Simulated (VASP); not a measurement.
All values below come from PBEsol GGA, VASP's PBE PAW potentials (set 64) (plane waves; VASP).

A VASP calculation is set up with these files.

INCAR:
```
! general
SYSTEM  = Al3GaSb4
PREC    = Accurate
ENCUT   = 400   ! plane-wave cut-off (eV)
LREAL   = .FALSE.
LASPH   = .TRUE.

! electronic loop
EDIFF   = 1E-7   ! SCF stop (eV)
NELM    = 100
ALGO    = Normal   ! blocked Davidson
LMAXMIX = 4   ! l cut-off of mixed one-centre charges

! smearing
ISMEAR  = -5   ! tetrahedra, Bloechl

! functional
GGA     = PS

! ions
ISIF    = 2

! output
LWAVE   = .FALSE.
LCHARG  = .TRUE.
LORBIT  = 11   ! lm-projected
NEDOS   = 601   ! DOS grid
```

KPOINTS:
```
Automatic mesh
0
gamma
  4 4 4
```

### POSCAR
```
Al3GaSb4
1
    6.1532573406    -0.0000000000     0.0000000000
    0.0000000000     6.1532573406    -0.0000000000
   -0.0000000000    -0.0000000000     6.1532573406
Ga Sb Al
1 4 3
Direct
  1.0000000000   1.0000000000   0.0000000000
  0.2493042877   0.2493042877   0.2493042877
  0.7506957123   0.7506957123   0.2493042877
  0.7506957123   0.2493042877   0.7506957123
  0.2493042877   0.7506957123   0.7506957123
  0.5000000000   0.5000000000   0.0000000000
  0.5000000000   1.0000000000   0.5000000000
  1.0000000000   0.5000000000   0.5000000000
```

POTCAR, in this order: Ga_d Sb Al (PBE.64 set). Program: vasp_std.

Unless said otherwise, spin-orbit coupling is left out, though it shifts the bands of the heavy elements here.

Task: Estimate the energy per atom (σ→0), band gap (on the k-mesh).

Result: 
```json
{
  "energy per atom (σ→0)": "-4.340 eV/atom",
  "band gap (on the k-mesh)": "0.42 eV"
}
```

OSZICAR:
```
...
DAV:   8    -0.347180444971E+02    0.54511E-03   -0.26829E-02   652   0.159E+00    0.192E-01
DAV:   9    -0.347187308809E+02   -0.68638E-03   -0.31234E-03   672   0.381E-01    0.755E-02
DAV:  10    -0.347187435555E+02   -0.12675E-04   -0.19696E-04   660   0.794E-02    0.277E-02
DAV:  11    -0.347188312582E+02   -0.87703E-04   -0.88683E-05   580   0.608E-02    0.151E-02
DAV:  12    -0.347188330467E+02   -0.17885E-05   -0.52406E-06   706   0.151E-02    0.367E-03
DAV:  13    -0.347188334036E+02   -0.35683E-06   -0.12073E-06   598   0.603E-03    0.201E-03
DAV:  14    -0.347188334532E+02   -0.49630E-07   -0.37394E-08   402   0.165E-03
   1 F= -.34718833E+02 E0= -.34718833E+02  d E =0.000000E+00
```

The structure was generated: Al3GaSb4 was put into an ordered model structure (P-43m), which need not be its known phase. It was relaxed first.
